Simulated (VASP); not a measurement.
Given:

```
NaH
1.0
    0.00000     2.41612     2.41612
    2.41612     0.00000     2.41612
    2.41612     2.41612     0.00000
Na H
1 1
Direct
  0.00000   0.00000   0.00000
  0.50000   0.50000   0.50000
```

Calculation: PBE GGA, VASP's PBE PAW potentials (set 64) (plane waves; VASP). Settings: 520 eV cut-off, Gaussian smearing of 0.050 eV, potentials Na_pv H.

**Question.** Give the energies of bands 4 to 7 at the high-symmetry points, in eV from the valence-band maximum.

**Answer.** 
| band | Γ | X | U | L | W |
|---|---|---|---|---|---|
| 4 | -3.62 | -0.18 | -0.11 | -0.86 | 0.00 |
| 5 | 10.42 | 4.64 | 5.33 | 3.76 | 6.03 |
| 6 | 15.60 | 10.03 | 6.36 | 10.78 | 6.03 |
| 7 | 15.60 | 10.67 | 11.27 | 13.38 | 8.37 |

The gap is indirect, 3.76 eV, from the valence maximum at W to the conduction minimum at L.

The compound is NaH in the rock salt structure. It was relaxed first.
